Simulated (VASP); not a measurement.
# HfRh3: Rh into a neighbouring Rh vacancy, part 2 of 4

How hard is this move in HfRh3: Rh into a neighbouring Rh vacancy? Both ends are relaxed first, then a band of images between them. The start is a cell from a database of measured crystal structures.

VASP 6.6.1; PBEsol; plane waves and PAW (Hf, Rh).

So far. Step 2 (Relax the host): The run ended after 3 ionic steps, 0.027 eV below its first step, once forces and stress met EDIFFG = -0.02.

### Step 3. Relax the start

System of this step: Hf4Rh11. The cell holds 15 atoms: 4 Hf and 11 Rh. Its edges and angles: a = 6.720 Å, b = 6.720 Å, c = 6.720 Å, α = 109.5°, β = 109.5°, γ = 109.5°. It derives from HfRh3. Nearest the centre at fractional (0.250, 0.375, 0.375): Rh8 at 1.37 Å, Rh12 at 2.35 Å, Hf1 at 2.36 Å, Rh15 at 2.37 Å, Hf4 at 2.38 Å, Rh5 at 3.06 Å, Rh6 at 3.07 Å, Rh10 at 3.07 Å.

A path needs two true minima; the start is relaxed with symmetry off.

INCAR

```
SYSTEM = Hf4Rh11
PREC = Normal
ENCUT = 280
EDIFF = 1E-05
NELM = 120
ISMEAR = 1
SIGMA = 0.15
LREAL = Auto
ALGO = Fast
GGA = PS
NBANDS = 72
LORBIT = 11
LWAVE = .FALSE.
LCHARG = .FALSE.
KPAR = 3
IBRION = 2
NSW = 60
ISIF = 2
EDIFFG = -0.05
POTIM = 0.4
MAXMIX = 40
ISYM = 0
```

POSCAR

```
Hf4Rh11
1.0
   -3.8800429746      3.8800429746      3.8800429746
    3.8800429746     -3.8800429746      3.8800429746
    3.8800429746      3.8800429746     -3.8800429746
Hf Rh
4 11
Direct
    0.0029691816      0.0017423036      0.0030082201
    0.5034838028      0.4977918217     -0.0010252499
    0.5024373197     -0.0004442756      0.5001138257
    0.0014822909      0.5021671035      0.5008313174
    0.7483375719      0.7468593817      0.4976820771
    0.7493486293      0.2507896548      0.0016457764
    0.2493581255      0.7480057791     -0.0026780649
    0.2559298006      0.5018843127      0.2526248702
    0.7446810245     -0.0074378933      0.2381440083
    0.7511107220      0.4994719943      0.7494625126
    0.2461608008      0.0044850888      0.7525922857
    0.5033756491      0.2569737243      0.2569315588
   -0.0038159640      0.7491068614      0.2444276866
   -0.0049241174      0.2485200871      0.7471177176
    0.4973118298      0.7495610522      0.7473794226
```

KPOINTS

```
Automatic mesh
0
Gamma
3 3 3
0 0 0
```

PAW data sets: Hf and Rh (PBE family, release 64).

Command:

```console
> mpirun -np 3 vasp_std
```

What it wrote:

```text
[banner, memory and clock lines left out]
running    3 mpi-ranks, on    1 nodes
 distrk:  each k-point on    1 cores,    3 groups
 distr:  one band on    1 cores,    1 groups

 POSCAR found type information on POSCAR HfRh
 POSCAR found :  2 types and      15 ions
 [... a notice as in an earlier step ...]

 LDA part: xc-table for (Slater+PW92), standard interpolation
 POSCAR, INCAR and KPOINTS ok, starting setup
 FFT: planning ... GRIDC
 FFT: planning ... GRID_SOFT
 FFT: planning ... GRID
 WAVECAR not read
 entering main loop
       N       E                     dE             d eps       ncg     rms          rms(c)
DAV:   1     0.399556475193E+03    0.39956E+03   -0.36228E+04  2016   0.896E+02
DAV:   2    -0.118534152172E+03   -0.51809E+03   -0.48726E+03  2128   0.240E+02
DAV:   3    -0.148095398385E+03   -0.29561E+02   -0.28273E+02  2616   0.503E+01
DAV:   4    -0.148814914289E+03   -0.71952E+00   -0.71416E+00  2488   0.826E+00
DAV:   5    -0.148838824159E+03   -0.23910E-01   -0.23891E-01  2632   0.144E+00    0.427E+01
RMM:   6    -0.143181107850E+03    0.56577E+01   -0.19159E+01  2016   0.178E+01    0.164E+01
RMM:   7    -0.141742837429E+03    0.14383E+01   -0.45555E+00  2019   0.662E+00    0.103E+01
RMM:   8    -0.141577950955E+03    0.16489E+00   -0.35279E+00  2025   0.656E+00    0.478E+00
RMM:   9    -0.141228935170E+03    0.34902E+00   -0.90527E-01  2022   0.318E+00    0.103E+00
RMM:  10    -0.141230668033E+03   -0.17329E-02   -0.21146E-01  2124   0.118E+00    0.938E-01
RMM:  11    -0.141223887675E+03    0.67804E-02   -0.47203E-02  2058   0.640E-01    0.595E-01
RMM:  12    -0.141221781842E+03    0.21058E-02   -0.18112E-02  2094   0.395E-01    0.312E-01
RMM:  13    -0.141221365376E+03    0.41647E-03   -0.72948E-03  2202   0.224E-01    0.168E-01
RMM:  14    -0.141221387180E+03   -0.21804E-04   -0.20856E-03  2298   0.108E-01    0.602E-02
RMM:  15    -0.141221410630E+03   -0.23451E-04   -0.45605E-04  2298   0.534E-02    0.496E-02
RMM:  16    -0.141221409144E+03    0.14863E-05   -0.98295E-05  1976   0.256E-02
   1 F= -.14122141E+03 E0= -.14121271E+03  d E =-.141221E+03
 curvature:   0.00 expect dE= 0.000E+00 dE for cont linesearch  0.000E+00
 trial: gam= 0.00000 g(F)=  0.998E-01 g(S)=  0.000E+00 ort = 0.000E+00 (trialstep = 0.100E+01)
 search vector abs. value=  0.998E-01
 bond charge predicted
       N       E                     dE             d eps       ncg     rms          rms(c)
DAV:   1    -0.141291670006E+03   -0.70259E-01   -0.15248E+01  2064   0.119E+01    0.591E-01
RMM:   2    -0.141296775877E+03   -0.51059E-02   -0.92082E-02  2016   0.128E+00    0.343E-01
RMM:   3    -0.141297675099E+03   -0.89922E-03   -0.22197E-02  2322   0.425E-01    0.224E-01
RMM:   4    -0.141297564339E+03    0.11076E-03   -0.50884E-03  2136   0.212E-01    0.158E-01
RMM:   5    -0.141297356145E+03    0.20819E-03   -0.17751E-03  2081   0.131E-01    0.368E-02
RMM:   6    -0.141297409435E+03   -0.53289E-04   -0.74325E-04  2471   0.646E-02    0.293E-02
RMM:   7    -0.141297406161E+03    0.32736E-05   -0.11482E-04  2138   0.287E-02    0.150E-02
RMM:   8    -0.141297406568E+03   -0.40677E-06   -0.32146E-05  1359   0.150E-02
   2 F= -.14129741E+03 E0= -.14128841E+03  d E =-.759974E-01
[... from here on, the cycles between the ionic steps are left out ...]
   3 F= -.14132708E+03 E0= -.14131783E+03  d E =-.105675E+00
   4 F= -.14134023E+03 E0= -.14133064E+03  d E =-.131500E-01
   5 F= -.14134384E+03 E0= -.14133398E+03  d E =-.167589E-01
   6 F= -.14134397E+03 E0= -.14133405E+03  d E =-.168887E-01
   7 F= -.14134889E+03 E0= -.14133818E+03  d E =-.491949E-02
   8 F= -.14135055E+03 E0= -.14133883E+03  d E =-.658117E-02
   9 F= -.14135338E+03 E0= -.14134044E+03  d E =-.282774E-02
  10 F= -.14135359E+03 E0= -.14134035E+03  d E =-.303675E-02
  11 F= -.14135492E+03 E0= -.14134119E+03  d E =-.132519E-02
  12 F= -.14135499E+03 E0= -.14134136E+03  d E =-.139644E-02
  13 F= -.14135547E+03 E0= -.14134163E+03  d E =-.478912E-03
 trial-energy change:   -0.000479  1 .order   -0.000407   -0.001218    0.000405
 step:   1.3645(harm=  1.2898)  dis= 0.00238  next Energy=  -141.355507 (dE=-0.520E-03)
 bond charge predicted
       N       E                     dE             d eps       ncg     rms          rms(c)
DAV:   1    -0.141355499805E+03   -0.28912E-04   -0.17681E-02  2224   0.406E-01    0.206E-02
RMM:   2    -0.141355501890E+03   -0.20848E-05   -0.86703E-05  2017   0.427E-02
  14 F= -.14135550E+03 E0= -.14134170E+03  d E =-.515066E-03
 curvature:  -1.01 expect dE=-0.294E-03 dE for cont linesearch -0.281E-05
 trial: gam= 0.32016 g(F)=  0.290E-03 g(S)=  0.000E+00 ort = 0.565E-04 (trialstep = 0.165E+01)
 search vector abs. value=  0.444E-03
 reached required accuracy - stopping structural energy minimisation
```

Wall time 3.9 min (3 MPI ranks of AMD EPYC 7R43, shared host); peak memory 0.54 GiB.

From OUTCAR (step 3):

```text
 Found     14 irreducible k-points:

   k-points           NKPTS =     14   k-points in BZ     NKDIM =     14   number of bands    NBANDS=     72

   dimension x,y,z NGX =    28 NGY =   28 NGZ =   28
   dimension x,y,z NGXF=    56 NGYF=   56 NGZF=   56

   ENCUT  =  280.0 eV  20.58 Ry    4.54 a.u.   9.17  9.17  9.17*2*pi/ulx,y,z

   NELECT =     115.0000    total number of electrons

 E-fermi :   9.1366

 k-point     1 :       0.0000    0.0000    0.0000
  band No.  band energies     occupation
    ...
     54       8.1908      2.00000
     55       8.2233      2.00000
     56       8.5005      2.00000
     57       8.6404      2.00003
     58       8.7464      2.00146
     59       9.4980     -0.00344
     60       9.6746     -0.00000
     61       9.6765     -0.00000
     62      10.3339     -0.00000
     63      11.2992     -0.00000
    ...

 k-point     2 :       0.3333    0.0000    0.0000
  band No.  band energies     occupation
    ...
     55       8.6937      2.00024
     56       8.7977      2.00634
     57       9.0110      1.99790
     58       9.0845      1.54981
     59       9.0976      1.42354
     60       9.2240      0.17570
     61       9.3723     -0.04877
     62       9.7979     -0.00000
     63      10.6592     -0.00000
     64      11.1291     -0.00000
    ...

  Total       -6.0602308     -6.0592239     -4.4213783      0.0155944     -0.0164062     -0.0136148
  in kB      -41.5556564    -41.5487522    -30.3178680      0.1069324     -0.1124988     -0.0933581
  external PRESSURE =     -37.8074255 kB  Pullay stress =       0.0000000 kB

  energy-cutoff  :      280.00
  volume of cell :      233.65
      direct lattice vectors                 reciprocal lattice vectors
    -3.880042975  3.880042975  3.880042975     0.000000000  0.128864552  0.128864552
     3.880042975 -3.880042975  3.880042975     0.128864552  0.000000000  0.128864552
     3.880042975  3.880042975 -3.880042975     0.128864552  0.128864552  0.000000000

 POSITION                                       TOTAL-FORCE (eV/Angst)
 -----------------------------------------------------------------------------------
      0.04913      0.04776      0.00244         0.002887      0.008057     -0.000246
      3.82411      3.82305      0.00365        -0.021911     -0.020622     -0.001580
      0.05140      3.82236      0.00364         0.008627     -0.007264      0.001009
      3.82554      0.04973      0.00192        -0.011739      0.003695      0.003501
      1.93915      1.93739      3.88103         0.002481      0.038595     -0.005250
      1.93958      5.81954      0.00041         0.007512      0.016702     -0.014463
      5.81889      1.93938      0.00026         0.038501     -0.002628      0.009788
      1.93845      0.02227      1.96780        -0.019759     -0.021504     -0.005425
      1.93754      0.02203      5.79870        -0.013279     -0.012352     -0.007471
      1.93571      3.85081      1.96543         0.007581     -0.000562      0.006581
      5.81579     -0.02934      1.91859         0.008116      0.003577     -0.000278
      0.02312      1.93399      1.96758        -0.019400      0.009407     -0.000813
      0.02287      1.93599      5.79813        -0.012230     -0.008695      0.001977
     -0.02886      5.81654      1.91781         0.014201     -0.009066      0.004297
      3.85104      1.93466      1.96577         0.008413      0.002660      0.008373
 -----------------------------------------------------------------------------------
    total drift:                                0.104825      0.145778     -0.062078

  FREE ENERGIE OF THE ION-ELECTRON SYSTEM (eV)
  ---------------------------------------------------
  free  energy   TOTEN  =      -141.3555018896 eV

  energy  without entropy=     -141.3141076145  energy(sigma->0) =     -141.34170380

 total charge
# of ion       s       p       d       tot
------------------------------------------
    1        0.614   0.611   2.159   3.384
    2        0.614   0.611   2.159   3.384
    3        0.614   0.611   2.160   3.385
    4        0.614   0.611   2.160   3.385
    5        0.520   0.575   7.444   8.539
    6        0.503   0.549   7.464   8.517
    7        0.503   0.549   7.465   8.517
    8        0.517   0.510   7.487   8.515
    9        0.517   0.510   7.487   8.514
   10        0.517   0.509   7.488   8.515
   11        0.517   0.510   7.487   8.514
   12        0.517   0.510   7.487   8.515
   13        0.517   0.510   7.487   8.514
   14        0.517   0.510   7.487   8.514
   15        0.517   0.510   7.488   8.515
--------------------------------------------------
tot          8.120   8.195  90.910 107.226

[... 1 part as in an earlier step ...]

[... 7 further parts left out ...]
```

CONTCAR:

```
Hf4Rh11
   1.00000000000000
    -3.8800429745999998    3.8800429745999998    3.8800429745999998
     3.8800429745999998   -3.8800429745999998    3.8800429745999998
     3.8800429745999998    3.8800429745999998   -3.8800429745999998
  Hf              Rh
     4    11
Direct
     0.0064693224274400    0.0066452664448493    0.0124850298847363
     0.4931255435918286    0.4932623234843693    0.9854482917823987
     0.4930362216220637    0.0070922249004516    0.4991904576375176
     0.0066563645379092    0.4932235837605059    0.4993852866906237
     0.7497887278446170    0.7500155741903899    0.4995486927451533
     0.7499845292317247    0.2499961412887527    0.9998751989164920
     0.2499504054982427    0.7498827548215078    0.9997659258854136
     0.2564486940872008    0.5033772123036274    0.2526676465381141
     0.7500858856588710    0.9969264616096742    0.2525187693092526
     0.7495065433781499    0.5027181851241459    0.7456769051639798
     0.2434572773293135    0.9966873100111210    0.7456688331718752
     0.5027747012126444    0.2565313585194701    0.2522025320788603
     0.9966526740627165    0.7501196428403337    0.2524266669683120
     0.9966830549610211    0.2434186139335694    0.7458268468384038
     0.5026267216562575    0.7495803430672288    0.7455708806888430
```

Relaxation path:

```
step  energy less that of the first step (eV)  largest force (eV/Å)
   1                                   0.0000                0.7820
   2                                  -0.0760                0.4592
   3                                  -0.1057                0.2480
   4                                  -0.1188                0.1548
   5                                  -0.1224                0.1072
   6                                  -0.1226                0.1128
   7                                  -0.1275                0.0772
   8                                  -0.1291                0.1074
   9                                  -0.1320                0.1102
  10                                  -0.1322                0.1168
  11                                  -0.1335                0.0981
  12                                  -0.1336                0.0776
  13                                  -0.1341                0.0644
  14                                  -0.1341                0.0398
```

The atoms that moved most (Å):

| atom | dx | dy | dz | length |
| --- | --- | --- | --- | --- |
| Hf3 | 0.062 | -0.069 | -0.004 | 0.093 |
| Rh9 | 0.052 | 0.060 | -0.018 | 0.081 |
| Hf2 | -0.030 | -0.075 | -0.005 | 0.081 |
| Hf4 | -0.060 | 0.049 | -0.009 | 0.078 |
| Hf1 | 0.042 | 0.031 | -0.004 | 0.053 |
| Rh13 | 0.033 | 0.029 | -0.025 | 0.051 |
| Rh11 | -0.047 | -0.007 | -0.014 | 0.049 |
| Rh15 | -0.028 | 0.014 | 0.028 | 0.041 |

Final coordinates:

```
Hf Rh
1.0
    -3.88004    3.88004    3.88004
     3.88004   -3.88004    3.88004
     3.88004    3.88004   -3.88004
Hf Rh
4 11
Direct
  0.00647 0.00665 0.01249
  0.49313 0.49326 0.98545
  0.49304 0.00709 0.49919
  0.00666 0.49322 0.49939
  0.74979 0.75002 0.49955
  0.74998 0.25000 0.99988
  0.24995 0.74988 0.99977
  0.25645 0.50338 0.25267
  0.75009 0.99693 0.25252
  0.74951 0.50272 0.74568
  0.24346 0.99669 0.74567
  0.50277 0.25653 0.25220
  0.99665 0.75012 0.25243
  0.99668 0.24342 0.74583
  0.50263 0.74958 0.74557
```

Numbers from this step:

| Item | Value |
| --- | --- |
| electronic cycles | 91 |
| electrons | 115 |
| free energy (TOTEN) | -141.3555 eV |
| energy at zero smearing | -141.3417 eV |
| Fermi energy | 9.137 eV |

The run ended after 14 ionic steps, 0.134 eV below its first step, once the forces on the free atoms met EDIFFG = -0.05.

(Part 2 of 4 ends here.)

[Lines on the potential files, build, host, timing and source positions are cut from VASP's logs without a mark.]

[Logs are printed without paths, hosts, clocks, repeated set-up lines and the standing remarks that a program may print on its own settings, such as how far it seeks lower states.]

[Hosts, paths, dates, database ids (printed as entryN), source tags and the programs' standing remarks are cut or masked in the printed files.]

[Runs that stopped without an error message from VASP are left out.]
